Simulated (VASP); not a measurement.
Computed with r2SCAN+rVV10, VASP's PBE PAW potentials (set 64) (plane waves; VASP 6.6.1).

VASP ran on this input.

File POSCAR:
```
Tm
1
    1.7715726957    -3.0684539891    -0.0000000000
    1.7715726957     3.0684539891     0.0000000000
   -0.0000000000    -0.0000000000     5.4995391174
Tm
2
Direct
  0.3333330000   0.6666670000   0.2500000000
  0.6666670000   0.3333330000   0.7500000000
```

**INCAR**
```
SYSTEM=Tm
PREC=Accurate; ENCUT=520; LREAL=F
LASPH=T
EDIFF=1E-7; NELM=100; ALGO=Normal
LMAXMIX=6; LMIXTAU=T
ISMEAR=-5
METAGGA=R2SCAN; LUSE_VDW=T; BPARAM=11.95
CPARAM=0.0093
ISIF=2
LWAVE=F; LCHARG=F; LORBIT=11
NEDOS=601
```

**KPOINTS**
```
Automatic mesh
0
Gamma
13 13 8
0 0 0
```

**KPOINTS_OPT**
```
k-points along high-symmetry lines
6
Line-mode
Reciprocal
  0.000000   0.000000   0.000000 ! GAMMA
 -0.000000   0.500000   0.000000 ! M

 -0.000000   0.500000   0.000000 ! M
 -0.333333   0.666667   0.000000 ! K

 -0.333333   0.666667   0.000000 ! K
  0.000000   0.000000   0.000000 ! GAMMA

  0.000000   0.000000   0.000000 ! GAMMA
  0.000000   0.000000   0.500000 ! A

  0.000000   0.000000   0.500000 ! A
 -0.000000   0.500000   0.500000 ! L

 -0.000000   0.500000   0.500000 ! L
 -0.333333   0.666667   0.500000 ! H

 -0.333333   0.666667   0.500000 ! H
  0.000000   0.000000   0.500000 ! A

 -0.000000   0.500000   0.500000 ! L
 -0.000000   0.500000   0.000000 ! M

 -0.333333   0.666667   0.500000 ! H
 -0.333333   0.666667   0.000000 ! K
```

POTCAR, in this order: Tm_3 (PBE.64 set). Program: vasp_std.

Output of the run:

### OSZICAR
```
       N       E                     dE             d eps       ncg     rms          rms(c)
DAV:   1     0.332355044310E+01    0.33236E+01   -0.88149E+03  2730   0.136E+03
DAV:   2    -0.667813814184E+02   -0.70105E+02   -0.69225E+02  2751   0.404E+02
DAV:   3    -0.712300696139E+02   -0.44487E+01   -0.41435E+01  4459   0.627E+01
DAV:   4    -0.713561236815E+02   -0.12605E+00   -0.12452E+00  4310   0.919E+00
DAV:   5    -0.713576139417E+02   -0.14903E-02   -0.14876E-02  3764   0.878E-01    0.284E+01
DAV:   6    -0.699529348555E+02    0.14047E+01   -0.46063E-01  3158   0.963E+00    0.154E+01
DAV:   7    -0.686073820170E+02    0.13456E+01   -0.51907E-01  4215   0.790E+00    0.103E+00
DAV:   8    -0.698662598118E+02   -0.12589E+01   -0.50112E-01  3764   0.680E+00    0.280E+00
DAV:   9    -0.697543310510E+02    0.11193E+00   -0.73697E-02  2975   0.358E+00    0.750E-01
DAV:  10    -0.697529758198E+02    0.13552E-02   -0.21870E-03  4326   0.600E-01    0.776E-01
DAV:  11    -0.697638245821E+02   -0.10849E-01   -0.20582E-03  2935   0.544E-01    0.847E-01
DAV:  12    -0.697300670400E+02    0.33758E-01   -0.72005E-03  2820   0.810E-01    0.611E-01
DAV:  13    -0.697412154405E+02   -0.11148E-01   -0.44254E-03  3008   0.920E-01    0.259E-01
DAV:  14    -0.697476506341E+02   -0.64352E-02   -0.52055E-03  2835   0.890E-01    0.315E-01
DAV:  15    -0.697479229472E+02   -0.27231E-03   -0.27461E-04  4163   0.195E-01    0.317E-01
DAV:  16    -0.697481022399E+02   -0.17929E-03   -0.20254E-05  2935   0.608E-02    0.304E-01
DAV:  17    -0.697481493103E+02   -0.47070E-04   -0.67389E-04  2815   0.211E-01    0.121E-01
DAV:  18    -0.697481656478E+02   -0.16338E-04   -0.28262E-05  3599   0.557E-02    0.113E-01
DAV:  19    -0.697481583999E+02    0.72479E-05   -0.13335E-06  3340   0.990E-03    0.119E-01
DAV:  20    -0.697482476049E+02   -0.89205E-04   -0.30645E-05  2810   0.469E-02    0.908E-02
DAV:  21    -0.697482944594E+02   -0.46854E-04   -0.18020E-05  3248   0.413E-02    0.523E-02
DAV:  22    -0.697483066407E+02   -0.12181E-04   -0.26098E-06  3887   0.208E-02    0.380E-02
DAV:  23    -0.697482674191E+02    0.39222E-04   -0.10323E-05  2805   0.348E-02    0.165E-02
DAV:  24    -0.697482961657E+02   -0.28747E-04   -0.39757E-06  3909   0.225E-02    0.127E-02
DAV:  25    -0.697482957488E+02    0.41691E-06   -0.36737E-07  2815   0.671E-03    0.797E-03
DAV:  26    -0.697483022735E+02   -0.65247E-05   -0.79514E-08  1595   0.357E-03    0.176E-03
DAV:  27    -0.697483001262E+02    0.21473E-05   -0.38329E-08  1520   0.288E-03    0.624E-04
DAV:  28    -0.697483011437E+02   -0.10175E-05   -0.64094E-08  1465   0.405E-03    0.393E-04
DAV:  29    -0.697483020279E+02   -0.88422E-06   -0.24871E-08  1455   0.285E-03    0.101E-03
DAV:  30    -0.697483009973E+02    0.10306E-05   -0.10076E-08  1455   0.178E-03    0.866E-04
DAV:  31    -0.697483012000E+02   -0.20274E-06   -0.76134E-09  1440   0.170E-03    0.468E-04
DAV:  32    -0.697483010051E+02    0.19495E-06   -0.29861E-09  1440   0.967E-04    0.276E-04
DAV:  33    -0.697483007943E+02    0.21082E-06   -0.18731E-09  1425   0.722E-04    0.739E-05
DAV:  34    -0.697483009724E+02   -0.17815E-06   -0.72180E-10  1410   0.528E-04    0.256E-05
DAV:  35    -0.697483009024E+02    0.70030E-07   -0.32224E-10  1410   0.324E-04
   1 F= -.69748301E+02 E0= -.69748301E+02  d E =0.000000E+00
       N       E                     dE             ncg
```

**OUTCAR**
```
------------------------ aborting loop because EDIFF is reached ----------------------------------------
  FORCE on cell =-STRESS in cart. coord.  units (eV):
  Direction    XX          YY          ZZ          XY          YZ          ZX
  --------------------------------------------------------------------------------------
  Total        0.0750035      0.0750035     -0.0437111      0.0000000     -0.0000000     -0.0000000
  in kB        2.0098191      2.0098192     -1.1712977      0.0000000     -0.0000000     -0.0000000
  external PRESSURE =       0.9494468 kB  Pullay stress =       0.0000000 kB
  volume of cell :       59.79
      direct lattice vectors                 reciprocal lattice vectors
     1.771572696 -3.068453989  0.000000000     0.282235102 -0.162948508  0.000000000
     1.771572696  3.068453989  0.000000000     0.282235102  0.162948508  0.000000000
     0.000000000  0.000000000  5.499539117     0.000000000  0.000000000  0.181833419
 POSITION                                       TOTAL-FORCE (eV/Angst)
 -----------------------------------------------------------------------------------
      1.77157      1.02282      1.37488        -0.000000     -0.000000      0.000000
      1.77157     -1.02282      4.12465         0.000000      0.000000      0.000000
 -----------------------------------------------------------------------------------
    total drift:                               -0.000001      0.000070     -0.000011
  FREE ENERGIE OF THE ION-ELECTRON SYSTEM (eV)
  ---------------------------------------------------
  free  energy   TOTEN  =       -69.7483009024 eV

  energy  without entropy=      -69.7483009024  energy(sigma->0) =      -69.74830090

 total charge

# of ion       s       p       d       tot
------------------------------------------
    1        0.544   6.628   1.043   8.214
    2        0.544   6.628   1.043   8.214
--------------------------------------------------
tot          1.087  13.256   2.085  16.428
```
(Selected blocks of OUTCAR.)

OUTCAR:
```
 val. band max:        2.8336791071   @ k =   0.2308   0.1538   0.3750

 cond. band min:       2.8521456829   @ k =   0.3077   0.1538   0.2500


 Fermi energy:         2.8418077939

 k-point     1 :       0.0000    0.0000    0.0000
  band No.  band energies     occupation
      1     -23.7896      2.00000
      2     -23.2744      2.00000
      3     -23.2744      2.00000
      4     -23.1749      2.00000
      5     -23.1749      2.00000
      6     -23.1376      2.00000
      7      -3.1113      2.00000
      8       0.5254      2.00000
      9       3.6779      0.00000
     10       5.1268      0.00000
     11       5.1268      0.00000
     12       5.6590      0.00000
     13       5.9400      0.00000

 k-point     2 :       0.0769    0.0000    0.0000
  band No.  band energies     occupation
      1     -23.7782      2.00000
      2     -23.2965      2.00000
      3     -23.2822      2.00000
      4     -23.1983      2.00000
      5     -23.1775      2.00000
      6     -23.1431      2.00000
      7      -2.9644      2.00000
      8       0.6674      2.00000
      9       3.5554      0.00000
     10       4.7386      0.00000
     11       5.2655      0.00000
     12       5.7408      0.00000
     13       5.9388      0.00000

 k-point     3 :       0.1538   -0.0000    0.0000
  band No.  band energies     occupation
      1     -23.7454      2.00000
      2     -23.3577      2.00000
      3     -23.3030      2.00000
      4     -23.2618      2.00000
      5     -23.1853      2.00000
      6     -23.1598      2.00000
      7      -2.5385      2.00000
      8       1.0594      2.00000
      9       3.2365     -0.08522
     10       4.0937      0.00000
     11       5.2946      0.00000
     12       5.6763      0.00000
     13       5.7786      0.00000

 k-point     4 :       0.2308   -0.0000    0.0000
  band No.  band energies     occupation
      1     -23.6951      2.00000
      2     -23.4447      2.00000
      3     -23.3480      2.00000
...
```

The 4f electrons are frozen in the core of the lanthanide potential, so 4f levels, which can set the real gap, and their magnetism are missing. For a metal the tetrahedron method with Blöchl corrections gives inexact stress and forces.

The compound is Tm in the hcp structure. It was relaxed first.
